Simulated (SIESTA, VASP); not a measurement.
An input for SIESTA (LDA PW92, numerical atomic orbitals TZP, PseudoDojo LDA standard norm-conserving potentials (rewritten from UPF to PSML)):

```
# files in the folder: Hg.psml P.psml Pt.psml (PseudoDojo LDA standard)
SystemName  HgPPt5
SystemLabel siesta

NumberOfAtoms                7
NumberOfSpecies              3
%block ChemicalSpeciesLabel
  1 80 Hg
  2 15 P
  3 78 Pt
%endblock ChemicalSpeciesLabel
LatticeConstant              3.939040 Ang
%block LatticeVectors
     1.000000000    0.000000000    0.000000000
     0.000000000    1.000000000    0.000000000
     0.000000000    0.000000000    1.830354604
%endblock LatticeVectors
AtomicCoordinatesFormat      Bohr
%block AtomicCoordinatesAndAtomicSpecies
     3.721853397    3.721853397    0.000000000  1
     0.000000000    0.000000000    6.812311501  2
     0.000000000    3.721853397    4.129214493  3
     0.000000000    3.721853397    9.495408509  3
     3.721853397    0.000000000    4.129214493  3
     3.721853397    0.000000000    9.495408509  3
     0.000000000    0.000000000    0.000000000  3
%endblock AtomicCoordinatesAndAtomicSpecies

XC.functional                LDA
XC.authors                   PW92
PAO.BasisSize                TZP
PAO.EnergyShift              0.01 Ry
MeshCutoff                   400 Ry
%block kgrid.MonkhorstPack
    6   0   0  0.0
    0   6   0  0.0
    0   0   3  0.0
%endblock kgrid.MonkhorstPack
OccupationFunction           FD
ElectronicTemperature        1578.21 K

MaxSCFIterations             150
SCF.Mixer.Method             Pulay
SCF.Mixer.Weight             0.25
SCF.Mixer.History            8
SCF.DM.Tolerance             1.0E-04
Diag.ParallelOverK           true
WriteForces                  true
Charge.Mulliken              end
```

Question: Write the VASP files for the same calculation.

Answer: One set of files that does it:

File KPOINTS:
```
Automatic mesh
0
Gamma
6 6 3
0 0 0
```

**INCAR**
```
# general
SYSTEM  = HgPPt5
PREC    = Accurate
ENCUT   = 300
LREAL   = .False.
LASPH   = .True.

# electronic loop
EDIFF   = 1E-6
NELM    = 100
ALGO    = Normal
LMAXMIX = 6

# smearing
ISMEAR  = -1
SIGMA   = 0.136

# ions
ISIF    = 2

# output
LWAVE   = .False.
LCHARG  = .False.
```

**POSCAR**
```
HgPPt5
3.939040
  1.0000000000   0.0000000000   0.0000000000
  0.0000000000   1.0000000000   0.0000000000
  0.0000000000   0.0000000000   1.8303546042
Hg P Pt
1 1 5
Cartesian
  0.5000000000   0.5000000000   0.0000000000
  0.0000000000   0.0000000000   0.9151773021
  0.0000000000   0.5000000000   0.5547255699
  0.0000000000   0.5000000000   1.2756290343
  0.5000000000   0.0000000000   0.5547255699
  0.5000000000   0.0000000000   1.2756290343
  0.0000000000   0.0000000000   0.0000000000
```

POTCAR, in this order: Hg P Pt (LDA.64 set). Program: vasp_std.

Both are inputs of real runs that ended normally. What can't carry over is the choice of potentials or basis and its cut-off, and each code's defaults.

VASP's LDA is the Perdew-Zunger fit; the other code's may be Perdew-Wang, which differs slightly.

The structure comes from a computed database's HgPPt5 entry (P4/mmm); how it stands against other phases isn't given here. The cell was not relaxed at this level, and it may have been scaled.
